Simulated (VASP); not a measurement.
Here is the system:

```
Te
1.0
    2.19954    -3.78120     0.00000
    2.19954     3.78120     0.00000
    0.00000     0.00000     5.96971
Te
3
Direct
  0.00000   0.26300   0.66667
  0.73700   0.73700   0.00000
  0.27672   0.01372   0.33333
```

Calculation: PBE GGA, VASP's PBE PAW potentials (set 64) (plane waves; VASP). Run with 325 eV cut-off, 5×5×4 Γ-centred mesh, Gaussian smearing of 0.050 eV, potentials Te.

Problem. Predict the energy per atom (σ→0), pressure, largest force.

Solution. 
The energy per atom (σ→0) comes out as -3.122 eV/atom and the pressure is 2.89 GPa. The largest force is 0.476 eV/Å.

The compound is Te in the trig structure. The cell was not relaxed at this level, atoms are displaced from their ideal sites. The run is one of a series of settings (ENCUT = 325 against the base run), some of them coarse on purpose.
